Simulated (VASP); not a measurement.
An input for Ansatz (written as the equivalent of a VASP run, and not itself run):

Ansatz 0.2 input:
```yaml
crystal:
  lattice:
    - [0.0000000, 3.2288858, 3.2288858]
    - [3.2288858, 0.0000000, 3.2288858]
    - [3.2288858, 3.2288858, 0.0000000]
  atoms:
    - { symbol: Sr, position: [0.0000000, 0.0000000, 0.0000000] }
    - { symbol: Te, position: [0.2500000, 0.2500000, 0.2500000] }
kpoints:
  mp_grid: { grid: [7, 7, 7] }
hamiltonian:
  xc: pbesol
  pseudopotentials: { kind: paw }
scf:
  occupations: { method: gaussian, width: 0.05 }
  max_iter: 100
relax:
  max_steps: 40
  f_tol: 0.02
  cell: { p_target: 30 }
output: { forces: true, stress: true, eigenvalues: true }
```

Translate this input to VASP (INCAR, KPOINTS, POSCAR, choice of POTCAR).

This is not unique; one that fits is 
### KPOINTS
```
Regular mesh
0
Gamma
7 7 7
```

### INCAR
```
! general
SYSTEM =SrTe
PREC   =Accurate
ENCUT  =500   ! plane-wave cut-off (eV)
LREAL  =.FALSE.   ! projection in real space or not
LASPH  =.TRUE.

! electronic loop
EDIFF  =1E-6
NELM   =100
ALGO   =Normal   ! blocked Davidson
LMAXMIX=4

! smearing
ISMEAR =0   ! Gaussian
SIGMA  =0.05   ! width (eV)

! functional
GGA    =PS   ! PBEsol

! ions
IBRION =2   ! conjugate gradients
NSW    =40   ! most ionic steps
ISIF   =3
EDIFFG =-0.02   ! ionic stop
PSTRESS=300

! output
LWAVE  =.FALSE.
LCHARG =.FALSE.
```

File POSCAR:
```
SrTe
1
    0.0000000000     3.2288858171     3.2288858171
    3.2288858171     0.0000000000     3.2288858171
    3.2288858171     3.2288858171     0.0000000000
Sr Te
1 1
Direct
  0.0000000000   0.0000000000   0.0000000000
  0.2500000000   0.2500000000   0.2500000000
```

POTCAR, in this order: Sr_sv Te (PBE.64 set). Program: vasp_std.

What does not carry over: each code has its own PAW files, so the cut-off isn't converted (ENCUT is set for VASP's; basis.ecutwfc is left out, and Ansatz then takes the one that its files recommend); Ansatz stops its SCF on the density residual and VASP on the energy change (EDIFF).

The structure was generated: SrTe was put into the zinc blende type (F-43m), which need not be its known phase. This run relaxes it under an external pressure of 30 GPa. Symmetry was kept, so distortions that lower it aren't found.
